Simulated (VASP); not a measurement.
```xyz
4
Lattice="2.0440 -3.5403 0.0000 2.0440 3.5403 0.0000 0.0000 0.0000 6.6428" Properties=species:S:1:pos:R:3 pbc="T T T"
Cd     2.0440    -1.1801     3.3217
Cd     2.0440     1.1801     0.0003
S      2.0440    -1.1801     5.8255
S      2.0440     1.1801     2.5041
```

The numbers are results of LDA (Ceperley-Alder, Perdew-Zunger), VASP's LDA PAW potentials (set 64) (plane waves; VASP), not measurements. Run with 500 eV cut-off, 6×6×4 Γ-centred mesh, Gaussian smearing of 0.050 eV, potentials Cd S.

Estimate the energy per atom (σ→0), band gap (on the k-mesh) with the smallest direct gap where there is one.

```json
{
  "band gap (on the k-mesh)": "1.04 eV",
  "smallest direct gap (on the k-mesh)": "1.04 eV",
  "energy per atom (σ→0)": "-357.4 kJ/mol of atoms"
}
```

The compound is CdS in the wurtzite structure. It was relaxed first.
